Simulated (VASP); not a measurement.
The cell holds one KBr (rock salt) (100) slab, with vacuum along c, ions free to move until forces fall under 0.03 eV/Å, no reconstruction beyond this cell, dipole correction on. Ionisation potential and electron affinity count from the cell's own band edges, surface states included.

```yaml
crystal:
  lattice:
    - [4.63704, 0.00000, 0.00000]
    - [0.00000, 4.63704, 0.00000]
    - [0.00000, 0.00000, 28.01953]
  atoms:
    - { symbol: K, position: [0.00000, 0.50000, 0.32548] }
    - { symbol: K, position: [0.50000, 0.00000, 0.44131] }
    - { symbol: K, position: [0.00000, 0.50000, 0.55869] }
    - { symbol: K, position: [0.50000, 0.00000, 0.67452] }
    - { symbol: Br, position: [0.00000, 0.50000, 0.44118] }
    - { symbol: Br, position: [0.50000, 0.00000, 0.32384] }
    - { symbol: Br, position: [0.00000, 0.50000, 0.67616] }
    - { symbol: Br, position: [0.50000, 0.00000, 0.55882] }
```

The numbers are results of PBEsol GGA, VASP's PBE PAW potentials (set 64) (plane waves; VASP), not measurements. Numerical set-up: 400 eV cut-off, 5×5×1 Γ-centred mesh, Gaussian smearing of 0.050 eV, potentials K_sv Br.

Slab and bulk use different k-meshes, so the surface energy is good to a few per cent at best.

Predict its surface energy, ionisation potential, electron affinity, band gap (on the k-mesh).

| Quantity | Result |
|---|---|
| surface energy | 0.12 J/m² |
| ionisation potential | 5.99 eV |
| electron affinity | 1.61 eV |
| band gap (on the k-mesh) | 4.38 eV |

The cell is a thin slab with vacuum, built from KBr (rock salt): (100) face.
